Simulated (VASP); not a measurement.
An input for Quantum ESPRESSO's pw.x (written as the equivalent of a VASP run, and not itself run):

```
&CONTROL
  calculation = 'vc-relax'
  pseudo_dir = './pseudo'
  outdir = './out'
  tprnfor = .true.
  tstress = .true.
  nstep = 60
  forc_conv_thr = 0.00078
/
&SYSTEM
  ibrav = 0
  nat = 4
  ntyp = 2
  ecutwfc = 84
  occupations = 'smearing'
  smearing = 'gaussian'
  degauss = 0.003675
  input_dft = 'pbe'
/
&ELECTRONS
  conv_thr = 7.3e-08
  electron_maxstep = 100
/
&IONS
/
&CELL
/
ATOMIC_SPECIES
  Ga 69.723 Ga.upf
  N 14.007 N.upf
CELL_PARAMETERS angstrom
     1.6227726   -2.8107246    0.0000000
     1.6227726    2.8107246    0.0000000
     0.0000000   -0.0000000    5.2781420
ATOMIC_POSITIONS crystal
  Ga   0.6666670  0.3333330  0.5000227
  Ga   0.3333330  0.6666670  0.0000227
  N    0.6666670  0.3333330  0.8769773
  N    0.3333330  0.6666670  0.3769773
K_POINTS automatic
  7 7 4 0 0 0
```

Problem. Translate this input to VASP (INCAR, KPOINTS, POSCAR, choice of POTCAR).

Solution. This is not unique; one that fits is 
INCAR:
```
# general
SYSTEM   =  GaN
PREC     =  Accurate
ENCUT    =  480
LREAL    =  .FALSE.   # projection in real space or not
LASPH    =  .TRUE.   # aspherical one-centre terms

# electronic loop
EDIFF    =  1E-6   # SCF stop (eV)
NELM     =  100   # most electronic steps
ALGO     =  Normal   # blocked Davidson
LMAXMIX  =  4   # l cut-off of mixed one-centre charges

# smearing
ISMEAR   =  0
SIGMA    =  0.05   # width (eV)

# functional
GGA      =  PE   # PBE

# ions
IBRION   =  2
NSW      =  60
ISIF     =  3
EDIFFG   =  -0.02

# output
LWAVE    =  .FALSE.
LCHARG   =  .FALSE.
```

**POSCAR**
```
GaN
1
    1.6227726308    -2.8107246057     0.0000000000
    1.6227726308     2.8107246057     0.0000000000
    0.0000000000    -0.0000000000     5.2781419904
Ga N
2 2
Direct
  0.6666670000   0.3333330000   0.5000226728
  0.3333330000   0.6666670000   0.0000226728
  0.6666670000   0.3333330000   0.8769773272
  0.3333330000   0.6666670000   0.3769773272
```

**KPOINTS**
```
K-points
0
G
 7 7 4
0 0 0
```

POTCAR, in this order: Ga N (PBE.64 set). Program: vasp_std.

The two are equivalent in intent, not identical: the potentials are each code's own (VASP's PAW set, PseudoDojo norm-conserving files in pw.x), so ENCUT and ecutwfc are chosen apart and not converted; conv_thr bounds pw.x's estimated SCF error, while EDIFF bounds the energy change between steps; forc_conv_thr acts on force components and is met together with etot_conv_thr.

The compound is GaN in the wurtzite structure. It was relaxed first, which changed the volume by +5 %. The start is the result of an earlier pass.
